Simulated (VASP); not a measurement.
Hf:

```xyz
2
Lattice="3.1967 0.0000 0.0000 -1.5983 2.7684 0.0000 0.0000 0.0000 5.0578" Properties=species:S:1:pos:R:3 pbc="T T T"
Hf    0.0000    1.8456    1.2645
Hf    1.5984    0.9228    3.7934
```

* Program: VASP 6.6.1
* Task: relaxation of cell and atoms
* Functional: LDA
* Potentials or basis: VASP PAW LDA potentials, release 64 (Hf_pv)
* Cutoff: 600 eV
* k mesh: 15 × 15 × 7
* Occupations: methfessel-paxton, width 0.1 eV
* Spin: no spin polarisation

At the start: pressure -7.7 GPa; volume 22.38 Å³/atom.

How do energy, volume and symmetry change on relaxing?

Over 8 steps the energy falls by 39.2 meV/atom and the volume is 20.83 Å³/atom (-6.9 %); space group P6_3/mmc (No. 194, to 0.05 Å).

Step by step:
```
step  energy change (eV)  largest force (eV/Å)  pressure (GPa)  volume (Å³)
   1              0.0000                0.0000           -7.71        44.76
   2              0.0507                0.0000           12.55        38.14
   3             -0.0783                0.0000           -0.19        41.73
   4             -0.0784                0.0000           -0.02        41.67
   5             -0.0783                0.0000            0.16        41.61
   6             -0.0784                0.0000           -0.16        41.72
   7             -0.0784                0.0000           -0.08        41.68
   8             -0.0784                0.0000            0.00        41.66
```

Final structure:
```
CELL_PARAMETERS angstrom
3.11914 0.00000 0.00000
-1.55957 2.70126 0.00000
0.00000 0.00000 4.94397
ATOMIC_POSITIONS crystal
Hf 0.33333 0.66667 0.25000
Hf 0.66667 0.33333 0.75000
```
